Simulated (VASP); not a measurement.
# ReBi (Fm-3m) in VASP: settings compared

Aim: see how the results for ReBi move with the level of theory and the settings. Levels: r2SCAN, PBE. Tasks: single point.

Everything below comes from runs of VASP 6.6.1. Logs are shortened: lines on timing, memory, paths and dates and some standing lists are left out, and cuts for length are marked.

**1. The crystal as given**

The structure is cubic, space group Fm-3m (No. 225). Conventional cell: a = 5.590 Å, b = 5.590 Å, c = 5.590 Å, α = 90.00°, β = 90.00°, γ = 90.00°. Re (site symmetry m-3m) is surrounded by 6 Bi at 2.79 Å. Bi (site symmetry m-3m) has 6 Re at 2.79 Å as nearest neighbours.

The cell comes from a database or a generator and needn't be the stable form of this composition.

**2. Single point, r2SCAN**

The input, POSCAR:

```
ReBi
1.0
    0.0000000000      2.7949147254      2.7949147254
    2.7949147254      0.0000000000      2.7949147254
    2.7949147254      2.7949147254      0.0000000000
Re Bi
1 1
Direct
    0.5000000000      0.5000000000      0.5000000000
    0.0000000000      0.0000000000      0.0000000000
```

The input, INCAR.step1:

```
SYSTEM = ReBi
PREC = Accurate ; ENCUT = 520
ISMEAR = -5 ; SIGMA = 0.05
LREAL = .FALSE. ; LASPH = .TRUE.
NELM = 60 ; LMAXMIX = 4
GGA = PE ; ALGO = Normal
EDIFF = 1E-4 ; LWAVE = .TRUE.
LCHARG = .FALSE.
```

The input, INCAR.step2:

```
SYSTEM = ReBi
PREC = Accurate ; ENCUT = 520
EDIFF = 1E-6 ; ISMEAR = 0
SIGMA = 0.05 ; LREAL = .FALSE.
LASPH = .TRUE. ; NELM = 60
ALGO = Normal ; ISIF = 2
LWAVE = .FALSE. ; LCHARG = .FALSE.
LMAXMIX = 4 ; METAGGA = R2SCAN
LMIXTAU = .TRUE. ; LORBIT = 11
ISTART = 1
```

The input, KPOINTS:

```
Automatic mesh
0
G
  10 10 10
  0 0 0
```

Potentials or basis: VASP PAW PBE potentials, release 64 (Re, Bi_d).

Launch:

```bash
cat potpaw_PBE.64/Re/POTCAR potpaw_PBE.64/Bi_d/POTCAR > POTCAR
cp INCAR.step1 INCAR
mpirun -np 1 vasp_std > vasp.out
cp INCAR.step2 INCAR
mpirun -np 1 vasp_std > vasp.out
```

OUTCAR:

```text
SYSTEM = ReBi
   PREC = Accurate
   ENCUT = 520
   EDIFF = 1E-6
   ISMEAR = 0
   LREAL = .FALSE.
   LASPH = .TRUE.
   NELM = 60
   ISIF = 2
   METAGGA = R2SCAN
   LORBIT = 11
   ISTART = 1

 ion  position               nearest neighbor table
   1  0.500  0.500  0.500-   2 2.79   2 2.79   2 2.79   2 2.79   2 2.79   2 2.79
   2  0.000  0.000  0.000-   1 2.79   1 2.79   1 2.79   1 2.79   1 2.79   1 2.79

  LATTYP: Found a face centered cubic cell.
 ALAT       =     5.5898294508

  Lattice vectors:

 A1 = (   0.0000000000,   2.7949147254,   2.7949147254)
 A2 = (   2.7949147254,   0.0000000000,   2.7949147254)
 A3 = (   2.7949147254,   2.7949147254,   0.0000000000)

Analysis of symmetry for initial positions (statically):
=====================================================================
 Subroutine PRICEL returns:
 Original cell was already a primitive cell.

 Routine SETGRP: Setting up the symmetry group for a
 face centered cubic supercell.

 Subroutine GETGRP returns: Found 48 space group operations
 (whereof 48 operations were pure point group operations)
 out of a pool of 48 trial point group operations.

The static configuration has the point symmetry O_h .

Analysis of symmetry for dynamics (positions and initial velocities):
=====================================================================
 Subroutine PRICEL returns:
 Original cell was already a primitive cell.

 Routine SETGRP: Setting up the symmetry group for a
 face centered cubic supercell.

 Subroutine GETGRP returns: Found 48 space group operations
 (whereof 48 operations were pure point group operations)
 out of a pool of 48 trial point group operations.

The dynamic configuration has the point symmetry O_h .

 Subroutine INISYM returns: Found 48 space group operations
 (whereof 48 operations are pure point group operations),
 and found     1 'primitive' translations

----------------------------------------------------------------------------------------

                                     Primitive cell

  volume of cell :      43.6652

  direct lattice vectors                    reciprocal lattice vectors
     0.000000000  2.794914725  2.794914725    -0.178896335  0.178896335  0.178896335
     2.794914725  0.000000000  2.794914725     0.178896335 -0.178896335  0.178896335
     2.794914725  2.794914725  0.000000000     0.178896335  0.178896335 -0.178896335

  length of vectors
     3.952606310  3.952606310  3.952606310     0.309857541  0.309857541  0.309857541

  position of ions in fractional coordinates (direct lattice)
     0.500000000  0.500000000  0.500000000
     0.000000000  0.000000000  0.000000000

  ion indices of the primitive-cell ions
   primitive index   ion index
                 1           1
                 2           2

----------------------------------------------------------------------------------------

 KPOINTS: Automatic mesh

Automatic generation of k-mesh.
 Grid dimensions read from file:
 generate k-points for:   10   10   10

 Generating k-lattice:

  Cartesian coordinates                     Fractional coordinates (reciprocal lattice)
    -0.017889633  0.017889633  0.017889633     0.100000000  0.000000000  0.000000000
     0.017889633 -0.017889633  0.017889633     0.000000000  0.100000000  0.000000000
     0.017889633  0.017889633 -0.017889633     0.000000000  0.000000000  0.100000000

  Length of vectors
     0.030985754  0.030985754  0.030985754

  Shift w.r.t. Gamma in fractional coordinates (k-lattice)
     0.000000000  0.000000000  0.000000000

 Subroutine IBZKPT returns following result:
 ===========================================

 Found     47 irreducible k-points:

 Following reciprocal coordinates:
            Coordinates               Weight
  0.000000  0.000000  0.000000      1.000000
  0.100000  0.000000  0.000000      8.000000
  0.200000  0.000000  0.000000      8.000000
  0.300000  0.000000  0.000000      8.000000
  0.400000  0.000000  0.000000      8.000000
  0.500000  0.000000  0.000000      4.000000
[... 16 lines left out ...]
  0.300000  0.300000  0.000000      6.000000
  0.400000  0.300000  0.000000     24.000000
 [... further k-points ...]
   k-points           NKPTS =     47   k-points in BZ     NKDIM =     47   number of bands    NBANDS=     15
   number of dos      NEDOS =    301   number of ions     NIONS =      2
   total plane-waves  NPLWV =  27000
   dimension x,y,z NGX =    30 NGY =   30 NGZ =   30
   dimension x,y,z NGXF=    60 NGYF=   60 NGZF=   60
   ions per type =               1   1
   NGX,Y,Z   is equivalent  to a cutoff of  12.62, 12.62, 12.62 a.u.
   NGXF,Y,Z  is equivalent  to a cutoff of  25.24, 25.24, 25.24 a.u.
 SYSTEM =  ReBi
   PREC   = accura    normal or accurate (medium, high low for compatibility)
   ISTART =      1    job   : 0-new  1-cont  2-samecut
   ICHARG =      0    charge: 1-file 2-atom 10-const
   ISPIN  =      1    spin polarized calculation?
   LNONCOLLINEAR =      F non collinear calculations
   LSORBIT =      F    spin-orbit coupling
   LASPH  =      T    aspherical Exc in radial PAW
   ENCUT  =  520.0 eV  38.22 Ry    6.18 a.u.   7.35  7.35  7.35*2*pi/ulx,y,z
   NELM   =     60;   NELMIN=  2; NELMDL=  0     # of ELM steps
   EDIFF  = 0.1E-05   stopping-criterion for ELM
   LREAL  =      F    real-space projection
   EDIFFG = 0.1E-04   stopping-criterion for IOM
   NSW    =      0    number of steps for IOM
   IBRION =     -1    ionic relax: 0-MD 1-quasi-New 2-CG
   NFREE  =      0    steps in history (QN), initial steepest desc. (CG)
   ISIF   =      2    stress and relaxation
   ISYM   =      2    0-nonsym 1-usesym 2-fastsym
   POTIM  = 0.5000    time-step for ionic-motion
   TEBEG  =    0.0;   TEEND  =   0.0 temperature during run
   PSTRESS=    0.0 pullay stress
   NELECT =      22.0000    total number of electrons
   NUPDOWN=      -1.0000    fix difference up-down
   EMIN   =  10.00;   EMAX   =-10.00  energy-range for DOS
   EFERMI =   0.00;   METHOD = LEGACY
   ISMEAR =     0;   SIGMA  =   0.05  broadening in eV -4-tet -1-fermi 0-gaus
   EFERMI_NEDOS =   21; number of points for ismear=-14 and -15
   IALGO  =     38    algorithm
   IMIX   =      4    mixing-type and parameters
     AMIX     =   0.40;   BMIX     =  1.00
     AMIX_MAG =   1.60;   BMIX_MAG =  1.00
  volume/ion in A,a.u.               =      21.83       147.33
  Fermi-wavevector in a.u.,A,eV,Ry     =   1.302678  2.461705 23.088687  1.696971
  Thomas-Fermi vector in A             =   2.433730
   LORBIT       =     11    0 simple, 1 ext, 2 COOP (PROOUT), +10 PAW based schemes
   METAGGA = R2SCAN    functional components
   LHFCALC =     F    Hartree Fock is set to
   AEXX    =    0.0000 exact exchange contribution
   IVDW    =     0    specifies the selected vdW correction
   LEPSILON=     F    determine dielectric tensor
   LRPA    =     F    only Hartree local field effects (RPA)
 non-spin polarized calculation
 Gauss-broadening in eV      SIGMA  =   0.05
  energy-cutoff  :      520.00
  volume of cell :       43.67
 maximum number of plane-waves:      1243
 NGX is ok and might be reduce to    30

 number of electron      22.0000007 magnetization

 Free energy of the ion-electron system (eV)
  ---------------------------------------------------
  ext. energy  EPLUGINS =         0.00000000
  ---------------------------------------------------
  free energy    TOTEN  =      -107.25635388 eV

  energy without entropy =     -107.25018645  energy(sigma->0) =     -107.25327017

 E-fermi :   8.1872     XC(G=0): -12.6236

 val. band max:        8.1761078763   @ k =   0.4000   0.1000   0.0000
 cond. band min:       8.1990665960   @ k =   0.5000   0.2000   0.0000
 fundamental gap:      0.0229587197
 Fermi energy:         8.1871930189

 k-point     1 :       0.0000    0.0000    0.0000
  band No.  band energies     occupation
      1     -15.4600      2.00000
      2     -15.4600      2.00000
      3     -15.3487      2.00000
      4     -15.3487      2.00000
      5     -15.3487      2.00000
      6      -5.7507      2.00000
      7       6.7355      2.00000
      8       6.7355      2.00000
      9       6.7355      2.00000
     10       7.3697      2.00000
     11       7.3697      2.00000
     12       9.8186      0.00000
     13       9.8186      0.00000
     14       9.8186      0.00000
     15      12.6864      0.00000

 k-point     2 :       0.1000    0.0000    0.0000
  band No.  band energies     occupation
      1     -15.4547      2.00000
      2     -15.4547      2.00000
      3     -15.3467      2.00000
      4     -15.3445      2.00000
      5     -15.3445      2.00000
      6      -5.5990      2.00000
      7       6.3348      2.00000
      8       6.5948      2.00000
      9       6.5948      2.00000
     10       7.0376      2.00000
     11       7.0376      2.00000
     12       8.9149      0.00000
     13      10.5285      0.00000
     14      10.5285      0.00000
     15      13.9593      0.00000

 k-point     3 :       0.2000    0.0000    0.0000
  band No.  band energies     occupation
      1     -15.4414      2.00000
      2     -15.4414      2.00000
      3     -15.3415      2.00000
      4     -15.3330      2.00000
      5     -15.3330      2.00000
      6      -5.1584      2.00000
      7       4.9932      2.00000
      8       5.8017      2.00000
      9       5.8017      2.00000
     10       7.1543      2.00000
     11       7.1543      2.00000
     12       8.2073      0.56990
     13      11.8666      0.00000
     14      11.8666      0.00000
     15      14.9531      0.00000

 k-point     4 :       0.3000    0.0000    0.0000
  band No.  band energies     occupation
      1     -15.4259      2.00000
      2     -15.4259      2.00000
      3     -15.3353      2.00000
      4     -15.3178      2.00000
      5     -15.3178      2.00000
      6      -4.4858      2.00000
      7       3.2736      2.00000
      8       5.0637      2.00000
      9       5.0637      2.00000
     10       7.4502      2.00000
     11       7.4502      2.00000
     12       8.0624      1.99958
     13      13.2336      0.00000
     14      13.2336      0.00000
     15      13.9152      0.00000
[... 307 lines left out ...]
 k-point    22 :      -0.2000    0.2000    0.0000
  band No.  band energies     occupation
      1     -15.4395      2.00000
      2     -15.4131      2.00000
      3     -15.3335      2.00000
      4     -15.3198      2.00000
      5     -15.3108      2.00000
      6      -4.3256      2.00000
      7       3.2286      2.00000
      8       4.8914      2.00000
      9       5.0120      2.00000
     10       7.2321      2.00000
     11       7.8716      2.00000
     12       8.8370      0.00000
     13       9.9827      0.00000
     14      14.3009      0.00000
     15      14.5476      0.00000

 k-point    23 :       0.3000    0.3000    0.0000
  band No.  band energies     occupation
      1     -15.4393      2.00000
      2     -15.4381      2.00000
      3     -15.3673      2.00000
      4     -15.2965      2.00000
      5     -15.2965      2.00000
      6      -4.3309      2.00000
      7       3.2935      2.00000
      8       5.9435      2.00000
      9       6.3463      2.00000
     10       6.3463      2.00000
     11       7.7420      2.00000
     12       9.5823      0.00000
     13       9.5823      0.00000
     14      10.4150      0.00000
     15      12.1049      0.00000

 k-point    24 :       0.4000    0.3000    0.0000
  band No.  band energies     occupation
      1     -15.4456      2.00000
      2     -15.4304      2.00000
      3     -15.3662      2.00000
      4     -15.2886      2.00000
      5     -15.2870      2.00000
      6      -3.9652      2.00000
      7       3.0798      2.00000
      8       5.3403      2.00000
      9       6.0623      2.00000
     10       6.6695      2.00000
     11       7.9969      2.00000
     12       8.7112      0.00000
     13       9.5677      0.00000
     14      11.0156      0.00000
     15      11.4596      0.00000

 [... further k-points ...]

------------------------ aborting loop because EDIFF is reached ----------------------------------------

  FORCE on cell =-STRESS in cart. coord.  units (eV):
  Direction    XX          YY          ZZ          XY          YZ          ZX
  --------------------------------------------------------------------------------------
  -------------------------------------------------------------------------------------
  Total        0.0795675      0.0795675      0.0795675      0.0000000     -0.0000000     -0.0000000
  in kB        2.9195134      2.9195134      2.9195134      0.0000000     -0.0000000     -0.0000000
  external PRESSURE =       2.9195134 kB  Pullay stress =       0.0000000 kB

 VOLUME and BASIS-vectors are now :
 -----------------------------------------------------------------------------
  energy-cutoff  :      520.00
  volume of cell :       43.67
      direct lattice vectors                 reciprocal lattice vectors
     0.000000000  2.794914725  2.794914725    -0.178896335  0.178896335  0.178896335
     2.794914725  0.000000000  2.794914725     0.178896335 -0.178896335  0.178896335
     2.794914725  2.794914725  0.000000000     0.178896335  0.178896335 -0.178896335

 POSITION                                       TOTAL-FORCE (eV/Angst)
 -----------------------------------------------------------------------------------
      2.79491      2.79491      2.79491         0.000000      0.000000      0.000000
      0.00000      0.00000      0.00000        -0.000000     -0.000000     -0.000000
 -----------------------------------------------------------------------------------
    total drift:                               -0.000000      0.000000      0.000000

  FREE ENERGIE OF THE ION-ELECTRON SYSTEM (eV)
  ---------------------------------------------------
  free  energy   TOTEN  =      -107.2563538839 eV

  energy  without entropy=     -107.2501864490  energy(sigma->0) =     -107.25327017

 total charge

# of ion       s       p       d       tot
------------------------------------------
    1        0.455   0.300   5.033   5.788
    2        1.376   1.634   9.969  12.979
--------------------------------------------------
tot          1.831   1.934  15.002  18.767
```

Wall time 78 s (1 thread of AMD EPYC 9R45 (Zen 5), shared host); peak memory 0.16 GiB.

Results:

| Item | Value |
| --- | --- |
| Free energy | -107.2564 eV |
| Pressure | 0.3 GPa |
| Band gap on the k mesh | none (metal or under the smearing width) |
| Valence electrons inside the program's atomic spheres | Re 5.79; Bi 12.98 |

Levels at points of the mesh, in eV from the Fermi level:
```tsv
k point	band 8	band 9	band 10	band 11	band 12	band 13	band 14	band 15
(0.00, 0.00, 0.00)	-1.45	-1.45	-0.82	-0.82	1.63	1.63	1.63	4.50
(0.50, 0.00, 0.00)	-3.76	-3.76	-0.34	-0.34	-0.02	4.34	6.89	6.89
(0.50, 0.50, 0.00)	-2.58	-1.34	-1.34	-0.22	0.22	0.22	0.45	2.83
```

Caveat: the PAW data sets were made with another functional, which shifts forces and pressure a little; spin-orbit coupling is left out, which moves the levels of the heavy elements.

(Continued in part 2 of 2.)
